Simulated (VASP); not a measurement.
Output of a VASP run:

**OSZICAR**
```
       N       E                     dE             d eps       ncg     rms          rms(c)
DAV:   1     0.601256001100E+02    0.60126E+02   -0.48678E+03   702   0.635E+02
DAV:   2    -0.686876179366E+01   -0.66994E+02   -0.64635E+02   961   0.143E+02
DAV:   3    -0.105122087466E+02   -0.36434E+01   -0.36229E+01   792   0.395E+01
DAV:   4    -0.105422860393E+02   -0.30077E-01   -0.30058E-01   877   0.411E+00
DAV:   5    -0.105425556563E+02   -0.26962E-03   -0.26961E-03   852   0.363E-01    0.712E+00
DAV:   6    -0.104833614718E+02    0.59194E-01   -0.38482E-02   792   0.141E+00    0.440E+00
DAV:   7    -0.104636332303E+02    0.19728E-01   -0.76210E-02   747   0.195E+00    0.199E-01
DAV:   8    -0.104629675337E+02    0.66570E-03   -0.94864E-03   732   0.698E-01    0.107E-01
DAV:   9    -0.104630753362E+02   -0.10780E-03   -0.31716E-04   912   0.131E-01    0.336E-02
DAV:  10    -0.104631182780E+02   -0.42942E-04   -0.54438E-05   772   0.562E-02    0.738E-03
DAV:  11    -0.104631215628E+02   -0.32847E-05   -0.94338E-06   817   0.209E-02    0.392E-03
DAV:  12    -0.104631212771E+02    0.28566E-06   -0.19947E-06   541   0.105E-02
   1 F= -.10463121E+02 E0= -.10463121E+02  d E =-.508233E-17
```

**OUTCAR**
```
------------------------ aborting loop because EDIFF is reached ----------------------------------------
  FORCE on cell =-STRESS in cart. coord.  units (eV):
  Direction    XX          YY          ZZ          XY          YZ          ZX
  --------------------------------------------------------------------------------------
  Total        1.1365715      1.1365715      2.1143599      0.0000000      0.0000000      0.0000000
  in kB       22.2437819     22.2437817     41.3800288      0.0000000      0.0000000      0.0000000
  external PRESSURE =      28.6225308 kB  Pullay stress =       0.0000000 kB
  volume of cell :       81.87
      direct lattice vectors                 reciprocal lattice vectors
     2.185000000 -3.784531000  0.000000000     0.228832952 -0.132116767  0.000000000
     2.185000000  3.784531000  0.000000000     0.228832952  0.132116767  0.000000000
     0.000000000  0.000000000  4.950000000     0.000000000  0.000000000  0.202020202
 POSITION                                       TOTAL-FORCE (eV/Angst)
 -----------------------------------------------------------------------------------
      0.49163      0.85152      3.30000         0.231380      0.400763     -0.000000
      3.38675      0.00000      0.00000        -0.462761      0.000000     -0.000000
      0.49163     -0.85152      1.65000         0.231380     -0.400763      0.000000
 -----------------------------------------------------------------------------------
    total drift:                               -0.000206     -0.000445      0.000007
  FREE ENERGIE OF THE ION-ELECTRON SYSTEM (eV)
  ---------------------------------------------------
  free  energy   TOTEN  =       -10.4631212771 eV

  energy  without entropy=      -10.4631212771  energy(sigma->0) =      -10.46312128
```
(Selected blocks of OUTCAR.)

### POSCAR
```
Se
1
    2.1850000000    -3.7845310000     0.0000000000
    2.1850000000     3.7845310000     0.0000000000
    0.0000000000     0.0000000000     4.9500000000
Se
3
Direct
  0.0000000000   0.2250000000   0.6666670000
  0.7750000000   0.7750000000   0.0000000000
  0.2250000000   0.0000000000   0.3333330000
```

Q: Write an INCAR and KPOINTS that could have produced this output.

A: Several could match; the one computed here: the input of the run itself, PBE GGA, plane waves, VASP's PBE PAW potentials (set 64).

### KPOINTS
```
Automatic mesh
0
Gamma
6 6 5
0 0 0
```

INCAR:
```
SYSTEM = Se
PREC = Accurate; ENCUT = 250; LREAL = .FALSE.
LASPH = .TRUE.
EDIFF = 1E-6; NELM = 100; ALGO = Normal
LMAXMIX = 4
ISMEAR = 0; SIGMA = 0.05
GGA = PE
ISIF = 2
LWAVE = .FALSE.; LCHARG = .FALSE.
```

POTCAR, in this order: Se (PBE.64 set). Program: vasp_std.

At this cut-off the stress carries a Pulay error, which pulls relaxed volumes low.

The compound is Se in the trig structure. The cell was not relaxed at this level. The run is one of a series of settings (ENCUT = 250 against the base run), some of them coarse on purpose.
